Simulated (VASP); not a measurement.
Consider the following.

```
CELL_PARAMETERS angstrom
     11.46485     0.00000     0.00000
      0.00000    11.46485     0.00000
      0.00000     0.00000    11.46485
ATOMIC_POSITIONS crystal
  Al 0.49945 0.00031 0.99946
  Al 0.74957 0.25032 0.99779
  Al 0.74991 0.99866 0.25165
  Al 0.00077 0.99988 0.99861
  Al 0.25026 0.24923 0.99959
  Al 0.50103 0.50018 0.99813
  Al 0.75072 0.74969 0.99967
  Al 0.25032 0.00072 0.25034
  Al 0.50245 0.25179 0.25167
  Al 0.74752 0.49666 0.25369
  Al 0.50046 0.99905 0.49858
  Al 0.74676 0.25348 0.49578
  Al 0.75037 0.00106 0.75021
  Al 0.99991 0.50094 0.99966
  Al 0.24943 0.75034 0.99875
  Al 0.00167 0.24994 0.25160
  Al 0.24839 0.50011 0.25186
  Al 0.50055 0.75125 0.25141
  Al 0.99984 0.00072 0.49997
  Al 0.24852 0.25016 0.49865
  Al 0.50206 0.49826 0.49801
  Al 0.74977 0.75126 0.49889
  Al 0.24945 0.99993 0.75160
  Al 0.50069 0.25042 0.75216
  Al 0.74970 0.49989 0.75205
  Al 0.99982 0.74958 0.25048
  Al 0.00128 0.50016 0.49892
  Al 0.25037 0.74978 0.50011
  Al 0.99996 0.24936 0.75069
  Al 0.24996 0.50119 0.75093
  Al 0.49963 0.74984 0.75085
  Al 0.00064 0.75043 0.75168
  As 0.62657 0.12643 0.12667
  As 0.87340 0.37346 0.12702
  As 0.87295 0.12715 0.37427
  As 0.12512 0.12505 0.12507
  As 0.37669 0.37678 0.12698
  As 0.62426 0.62311 0.12759
  As 0.87526 0.87510 0.12509
  As 0.37728 0.12752 0.37574
  As 0.87276 0.62301 0.37602
  As 0.62372 0.12749 0.62253
  As 0.87301 0.37612 0.62294
  As 0.87506 0.12513 0.87494
  As 0.12503 0.62511 0.12521
  As 0.37502 0.87502 0.12516
  As 0.12487 0.37510 0.37527
  As 0.37699 0.62331 0.37430
  As 0.62507 0.87498 0.37515
  As 0.12512 0.12508 0.62513
  As 0.37630 0.37395 0.62359
  As 0.62619 0.62352 0.62337
  As 0.87509 0.87514 0.62520
  As 0.37518 0.12516 0.87511
  As 0.62512 0.37522 0.87505
  As 0.87504 0.62505 0.87513
  As 0.12517 0.87513 0.37523
  As 0.12498 0.62525 0.62514
  As 0.37511 0.87526 0.62521
  As 0.12509 0.37513 0.87520
  As 0.37521 0.62513 0.87515
  As 0.62523 0.87517 0.87500
  As 0.12513 0.87508 0.87511
```
Cell charge -1.

Computed with HSE06 screened hybrid, VASP's PBE PAW potentials (set 64) (plane waves; VASP). Numerical set-up: PREC = Normal, LREAL = Auto, ISYM = 0, NELECT = 252.0, EDIFF = 1E-5, 400 eV cut-off, 1×1×1 Γ-centred mesh, Gaussian smearing of 0.050 eV, potentials Al As.

The cell is charged, with a uniform compensating background. The supercell is sampled at Γ alone, which is coarse: total energies, pressure and levels can be off, energies of defects by several tenths of an eV.

### Question
Estimate the energy per atom (σ→0).

### Answer

```yaml
energy per atom (σ→0): -510.7 kJ/mol-atom
```

The cell is a supercell with a defect, built from AlAs (zinc blende): vac_As, charge -1. The cell's shape comes from a PBE relaxation. The run is not spin-polarised, so no state with unpaired spins was tried.
